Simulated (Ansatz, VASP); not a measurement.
# Cross-check of SiC between VASP and Ansatz, part 3 of 3

One calculation is typed for both programs; each brings its own data sets. How far apart do they land? The cell is taken from a series of runs on this material, whose earlier steps may have relaxed, scaled, displaced or heated it; both programs get it as it stands.

VASP 6.6.1 and Ansatz 0.2.0.

So far: The starting structure; VASP: zone-centre phonons, LDA.

### 3. Ansatz: zone-centre phonons, LDA

Level of this step: Ansatz beside VASP: Kohn-Sham DFT, plane waves, LDA (Ansatz).

Ansatz runs on its PAW soft_1 files.

The same cell, functional (in two slightly different forms) and mesh now go to Ansatz, which takes its cutoff from its data sets.

input.yaml

```yaml
crystal:
  lattice:
    - [2.9964028817, 0.0, 0.0]
    - [-1.4982014408, 2.5949610156, 0.0]
    - [0.0, 0.0, 9.8056016834]
  atoms:
    - { symbol: C, position: [0.6666666667, 0.3333333333, 0.7498164709] }
    - { symbol: C, position: [0.3333333333, 0.6666666667, 0.2498164709] }
    - { symbol: C, position: [0.0, 0.0, 0.5004367755] }
    - { symbol: C, position: [0.0, 0.0, 0.0004367755] }
    - { symbol: Si, position: [0.6666666667, 0.3333333333, 0.9378039118] }
    - { symbol: Si, position: [0.3333333333, 0.6666666667, 0.4378039118] }
    - { symbol: Si, position: [0.0, 0.0, 0.6879418416] }
    - { symbol: Si, position: [0.0, 0.0, 0.1879418416] }
kpoints:
  mp_grid: { grid: [9, 9, 4] }
hamiltonian:
  xc: lda
  pseudopotentials: { kind: paw, azcp: { folder: soft_1 }, xc_functional: pbe }
scf:
  occupations: { method: fixed }
output:
  eigenvalues: true
phonons:
  method: dfpt
  dielectric: true
  rigid_motions: translations
```

Started as:

```sh
ansatz run input.yaml --threads 8 --pin off --max-ram 16384MiB --backend cpu --events-out ev --progress --plain --runs-dir out
```

Numbers of over 12 decimals in the logs are rounded to 6 here.

The log of the run:

```text
Engine: ansatz 0.2.0, aarch64-unknown-linux-gnu
Pseudopotentials: kind: paw
Pseudopotential: C, paw, valence charge 4, recommended cutoff 420 eV (normal), soft_1/C.paw.azcp
Pseudopotential: Si, paw, valence charge 4, recommended cutoff 420 eV (normal), soft_1/Si.paw.azcp
Functional definition: SPW92
  exchange = slater_x
  correlation = pw_c
Crystal: 8 atoms, lattice volume = 76.244 Å³
Basis set: ecut = 420 eV, 1437 PW (Γ), exchange–correlation on 48×48×144 points (8 copies of the dense FFT grid, shifted against one another)
Bands: 24, of which v1, the nominal top of the filled ones, is band 16 counted from 1 (15 counted from 0)
Symmetry: 12 space group operations
k-points: 95 of 324 (irreducible under 2 space group operations, time reversal used)
Non-local potential: C, projectors of the file, l = 0: 2, l = 1: 2, l = 2: 1
Non-local potential: Si, projectors of the file, l = 0: 2, l = 1: 2, l = 2: 1
PAW form: soft (Blöchl's): semilocal exchange-correlation on the pseudo side does not see the compensation charge
PAW frozen core: C, regenerated for the run's functional, and the local potential with it (the file was generated under x = pbe(κ = 0.804, μ = 0.219515), c = pbe(β = 0.066725))
PAW frozen core: Si, regenerated for the run's functional, and the local potential with it (the file was generated under x = pbe(κ = 0.804, μ = 0.219515), c = pbe(β = 0.066725))
PAW one-centre angular grid: C, 110 points (default); XC on 64 Gauss nodes
PAW one-centre angular grid: Si, 110 points (default); XC on 64 Gauss nodes
Initial density: superposition of atomic densities (chi_scale 0.1, normalization cell, long waves kept (reshape's long-wave potential 0.00 eV rms))
Initial wavefunctions: pseudopotential atomic-orbital guess
Functional: x = slater, c = lda
SCF iter   1: F=—  HF=-3415.753740 eV  |F-HF|=—  |Δ(HF+E_count)|=         —  Δρ=1.55e-1  dr2=2.13e1  ethr=3.10e-3  ⟨swp⟩=5.0  Hψ=10632  notcnv=0  defer=509
preconditioner: auto → none  [insulator: Δε(μ)=4.348 eV  Ē_g=13.471 eV  n_scr=6 (ndim 8)  ℏωp=24.1 eV  f_vac=0.000  ε∞_Penn≈4.2]
SCF iter   2: F=—  HF=-3408.970057 eV  |F-HF|=—  |Δ(HF+E_count)|=    6.78e0  Δρ=4.98e-2  dr2=1.13e0  ethr=3.10e-3  ⟨swp⟩=4.1  Hψ=6340  notcnv=0  defer=561
SCF iter   3: F=—  HF=-3408.630769 eV  |F-HF|=—  |Δ(HF+E_count)|=   3.39e-1  Δρ=1.90e-2  dr2=1.38e-1  ethr=3.10e-3  ⟨swp⟩=2.6  Hψ=4375  notcnv=0  defer=562
SCF iter   4: F=—  HF=-3408.597917 eV  |F-HF|=—  |Δ(HF+E_count)|=   3.29e-2  Δρ=1.67e-3  dr2=1.11e-3  ethr=4.33e-4  ⟨swp⟩=2.8  Hψ=3267  notcnv=0  defer=570
SCF iter   5: F=—  HF=-3408.597993 eV  |F-HF|=—  |Δ(HF+E_count)|=   7.53e-5  Δρ=2.99e-4  dr2=1.72e-4  ethr=3.46e-6  ⟨swp⟩=2.4  Hψ=3540  notcnv=0  defer=570
SCF iter   6: F=—  HF=-3408.597949 eV  |F-HF|=—  |Δ(HF+E_count)|=   4.42e-5  Δρ=1.04e-4  dr2=6.56e-6  ethr=5.36e-7  ⟨swp⟩=2.0  Hψ=3047  notcnv=0  defer=560
SCF iter   7: F=—  HF=-3408.597953 eV  |F-HF|=—  |Δ(HF+E_count)|=   4.49e-6  Δρ=3.22e-5  dr2=9.18e-7  ethr=2.05e-8  ⟨swp⟩=2.0  Hψ=3050  notcnv=0  defer=442
SCF iter   8: F=—  HF=-3408.597954 eV  |F-HF|=—  |Δ(HF+E_count)|=   9.58e-7  Δρ=7.04e-6  dr2=1.63e-8  ethr=2.87e-9  ⟨swp⟩=2.4  Hψ=3476  notcnv=0  defer=363
SCF iter   9: F=—  HF=-3408.597954 eV  |F-HF|=—  |Δ(HF+E_count)|=   1.10e-9  Δρ=1.41e-6  dr2=6.58e-10  ethr=5.11e-11  ⟨swp⟩=2.3  Hψ=3384  notcnv=0  defer=363
SCF iter  10: F=-3408.597954 eV  HF=-3408.597954 eV  |F-HF|=2.27e-12  |Δ(HF+E_count)|=  3.64e-11  Δρ=1.48e-7  dr2=9.99e-12  ethr=1.00e-12  ⟨swp⟩=16.9  Hψ=18556  notcnv=0
SCF 1 converged in 10 iterations: F = -3408.597954 eV  dr2 = 9.99e-12
  greatest PAW one-centre occupation: 0.651 electrons in one spin orbital (limit 2), on the C atom at site 1 (counted from 0), in its partial waves of l = 0
NSCF: frozen V_eff on 4 k-points
DFPT response loops at Γ: preconditioner auto → Resta (q_TF=auto, 2.361 Å⁻¹)  ε∞=5.1 (no band partly filled); β = 1.00, the filter's whole step (`scf.mixing.beta` (0.50) is not read by the response loops at its default; to damp them type it under 1.00, their step now; it binds the ground state too); Broyden in place of MSR1
── the response to a field inside a basis, on 10×10×4 k-points: an SCF that follows is theirs, and a resumed run solves both again ──
Bands: 17, of which v1, the nominal top of the filled ones, is band 16 counted from 1 (15 counted from 0)
k-points: 60 of 400 (irreducible under 4 space group operations, time reversal used)
Initial density: handed on by an earlier stage of this run
Initial wavefunctions: pseudopotential atomic-orbital guess (no wavefunctions were taken with the density)
Eigensolver: Dense (60 Hₖ)
SCF iter   1: F=—  HF=-3408.587944 eV  |F-HF|=—  |Δ(HF+E_count)|=         —  Δρ=1.33e-4  dr2=3.02e-6  ethr=1.00e-1
preconditioner: auto → none  [insulator: Δε(μ)=2.382 eV  Ē_g=10.084 eV  n_scr=6 (ndim 8)  ℏωp=24.1 eV  f_vac=0.000  ε∞_Penn≈6.7]
SCF iter   2: F=—  HF=-3408.587945 eV  |F-HF|=—  |Δ(HF+E_count)|=   5.87e-7  Δρ=6.50e-5  dr2=6.74e-7  ethr=9.45e-9
SCF iter   3: F=-3408.587945 eV  HF=-3408.587945 eV  |F-HF|=3.41e-8  |Δ(HF+E_count)|=   2.65e-7  Δρ=4.38e-6  dr2=3.92e-8  ethr=2.11e-9
SCF 1 converged in 3 iterations: F = -3408.587945 eV  dr2 = 3.92e-8
DFPT response loops at Γ: preconditioner auto → Resta (q_TF=auto, 2.361 Å⁻¹)  ε∞=5.0 (no band partly filled); β = 1.00, the filter's whole step (`scf.mixing.beta` (0.50) is not read by the response loops at its default; to damp them type it under 1.00, their step now; it binds the ground state too); Broyden in place of MSR1
SCF converged after 10 iterations
Free energy (F): -3408.597954 eV
Harris-Foulkes:  -3408.597954 eV  (|F-HF|=2.27e-12)
Internal energy: -3408.597954 eV  (E = F + TS)
E sigma→0 (E₀):  -3408.597954 eV
Fermi energy:    10.378265 eV
--- Per-component energies (eV) ---
  E_band       = 135.144788
  E_kinetic    = 551.213986
  E_local      = -369.408627  (includes V_loc(G=0)·N_el)
  E_nonlocal   = 192.666822
  E_hartree    = 123.795865
  E_xc         = -425.640538
  E_vxc        = -442.563762  (∫ρ·V_xc dr)
  E_paw        = -2311.925445  (= ΣΔE_a)
  E_vpaw       = -44.355519  (= ΣTr[D̂ρ^β])
  E_aug_tail   = 0.000186  (compensation charges beyond the density's cutoff)
  E_ewald      = -1169.888855
  E_core_change = 0.588653  (= ΣΔE_core)
  E_smearing   = -0.000000  (= −TS)
  E_closure    = 0.000000  (closes the sum)
  Σ components = -3408.597954   (vs F -3408.597954, Δ=0.00e0)
--- Band table (eV; the first three rows and the last of 95) ---
  k-point 0: bands = [... 12 lower, 9.7840, 10.3272, 10.3783, 10.3783, 16.1360, 16.6949, 17.3551, 17.6066, ... 4 higher]
  k-point 1: bands = [... 12 lower, 9.9567, 9.9567, 10.3217, 10.3217, 16.1885, 16.5540, 17.5328, 17.7206, ... 4 higher]
  k-point 2: bands = [... 12 lower, 10.1679, 10.1679, 10.1679, 10.1679, 16.3388, 16.3388, 17.8046, 17.8046, ... 4 higher]
  k-point 94: bands = [... 12 lower, 6.9772, 6.9772, 8.9426, 8.9426, 14.7085, 14.7085, 16.1285, 16.1285, ... 4 higher]
--- Phonons (Γ-DFPT): 8 representative perturbations + reference, on 95 of 324 k-points (Σ response iterations 24) ---
  k mesh reduced under 2 symmetry operations, with k and −k counted as one. Each operation leaves every solved perturbation unchanged. A smaller set is not considered because the run solves the response to a homogeneous field
  ASR residual: 8.272e-5 → 0.000e0 eV/Å²; symmetrization residual: 2.203e-6 eV/Å²
  ASR residual per site (eV/Å²): 1.70e-5 1.70e-5 1.75e-5 1.75e-5 5.08e-5 5.08e-5 8.27e-5 8.27e-5
  Γ frequencies (cm⁻¹): 0.00 0.00 0.00 190.28 190.28 199.72 199.72 255.18 255.18 425.46 434.57 641.03 837.99 837.99 841.78 842.75 842.75 850.68 850.68 858.33 858.33 903.23 977.89 986.97
  ε∞ (high-frequency dielectric tensor):
        6.821645     0.000000     0.000000
        0.000000     6.821645    -0.000000
        0.000000    -0.000000     7.133847
  ε⁰ (static dielectric tensor: ions relaxed, cell fixed):
        9.983395     0.000000     0.000000
        0.000000     9.983395    -0.000000
        0.000000    -0.000000    10.672320
  ε⁰ − ε∞ (ionic part):
        3.161750     0.000000     0.000000
        0.000000     3.161750    -0.000000
        0.000000    -0.000000     3.538473
  softest optical mode at Γ: 190.28 cm⁻¹; the repairs (sum rule, projections) moved no ω² at Γ by more than (1.41 cm⁻¹)²
  Born effective charges Z* (e; rows j = field, columns β = displacement):
    site 0:
        -2.77300    0.00000    0.00000
        -0.00000   -2.77300   -0.00000
         0.00000    0.00000   -2.82143
    site 1:
        -2.77300    0.00000   -0.00000
        -0.00000   -2.77300    0.00000
        -0.00000   -0.00000   -2.82143
    site 2:
        -2.73694   -0.00000   -0.00000
        -0.00000   -2.73694   -0.00000
        -0.00000   -0.00000   -2.88938
    site 3:
        -2.73694   -0.00000    0.00000
         0.00000   -2.73694    0.00000
         0.00000    0.00000   -2.88938
    site 4:
         2.75030    0.00000    0.00000
        -0.00000    2.75030   -0.00000
         0.00000   -0.00000    2.70509
    site 5:
[...]
site 6:
[...]
site 7:
[...]
Z* charge neutrality: 9.561e-3 e pre-enforcement
  solved inside a basis spanned on kpoints, on 10×10×4 k-points, its susceptibility summed on 14×14×4: ε∞ is read to err by 2.6e-2, Z* by 1.7e-2 e (field_mesh: kpoints solves on kpoints); Z* is corrected for what the basis lacks
  optical modes at Γ without the LO–TO term, one row a degenerate level:
      ω (cm⁻¹)  modes    IR ((D/Å)²/amu)
[...]
optical modes at Γ + LO–TO along q̂ = [1.0000, 0.0000, 0.0000]:
      ω (cm⁻¹)  modes    IR ((D/Å)²/amu)
[...]
optical modes at Γ + LO–TO along q̂ = [0.0000, 1.0000, 0.0000]:
      ω (cm⁻¹)  modes    IR ((D/Å)²/amu)
[...]
optical modes at Γ + LO–TO along q̂ = [0.0000, 0.0000, 1.0000]:
      ω (cm⁻¹)  modes    IR ((D/Å)²/amu)
[...]
837.99      2             0.0111
        842.75      2             0.0000
        850.68      2             0.0000
        858.33      2           166.4986
        903.00      1             0.0459
        977.89      1             0.0000
        986.97      1             0.0000
       1029.40      1            89.4295
```

### 4. Side by side

Known differences besides the potentials themselves: the two LDA forms differ slightly; fixed occupations in Ansatz, narrow Gaussian smearing in VASP; VASP's response is taken on the typed mesh, Ansatz refines its own for the field response alone; the cutoff is 420 eV in Ansatz and 600 eV in VASP; VASP's log shows a relativistic correction to its local exchange, Ansatz's none. Total energies have different zeros and are not compared.

Compared:

| quantity | Ansatz | VASP | difference |
| --- | --- | --- | --- |
| ε∞ xx | 6.82 | 6.89 | -0.98 % |
| ε∞ yy | 6.82 | 6.89 | -0.98 % |
| ε∞ zz | 7.13 | 7.15 | -0.20 % |
| Born charge of C1 (mean of the diagonal) (e) | -2.79 | -2.77 | -0.02 |
| Born charge of Si5 (mean of the diagonal) (e) | 2.74 | 2.72 | +0.02 |
| optical mode 1 to 2 (cm⁻¹) | 190.3 | 190.3 | +0.00 % |
| optical mode 3 to 4 (cm⁻¹) | 199.7 | 199.9 | -0.07 % |
| optical mode 5 to 6 (cm⁻¹) | 255.2 | 255.3 | -0.05 % |
| optical mode 7 (cm⁻¹) | 425.5 | 426.1 | -0.16 % |
| optical mode 8 (cm⁻¹) | 434.6 | 435.2 | -0.15 % |
| optical mode 9 (cm⁻¹) | 641.0 | 640.1 | +0.15 % |
| optical mode 10 to 11 (cm⁻¹) | 838.0 | 837.9 | +0.01 % |
| optical mode 12 (cm⁻¹) | 841.8 | 841.2 | +0.06 % |
| optical mode 13 to 14 (cm⁻¹) | 842.8 | 842.2 | +0.06 % |
| optical mode 15 to 16 (cm⁻¹) | 850.7 | 850.2 | +0.06 % |
| optical mode 17 to 18 (cm⁻¹) | 858.3 | 858.0 | +0.04 % |
| optical mode 19 (cm⁻¹) | 903.2 | 903.3 | +0.00 % |
| optical mode 20 (cm⁻¹) | 977.9 | 977.1 | +0.08 % |
| optical mode 21 (cm⁻¹) | 987.0 | 986.0 | +0.10 % |

Modes are paired by rising frequency, not by their patterns, so a pair may set unlike modes beside each other; they are those without the splitting of longitudinal modes.

### 5. What came out

```
r.m.s. difference of the optical zone-centre modes, each program's sorted by frequency (zone-centre phonons, LDA) : 0.49 cm⁻¹
difference in ε∞ xx (zone-centre phonons, LDA)                                                                    : -1.0 %
```

In words: The r.m.s. difference of the optical zone-centre modes, each program's sorted by frequency is 0.49 cm⁻¹ (zone-centre phonons, LDA). Among the rows given in per cent, the largest difference of the zone-centre phonons, LDA pair is in ε∞ xx, -1.0 %. Such differences can come from data sets, numerical settings and the points named under the comparisons, not from the functional's error against experiment.

[Lines on the potential files, build, host, timing and source positions are cut from VASP's logs without a mark.]

[Logs are printed without paths, hosts, clocks, repeated set-up lines and the standing remarks that a program may print on its own settings, such as how far it seeks lower states.]

[Hosts, paths, dates, database ids (printed as entryN), source tags and the programs' standing remarks are cut or masked in the printed files.]
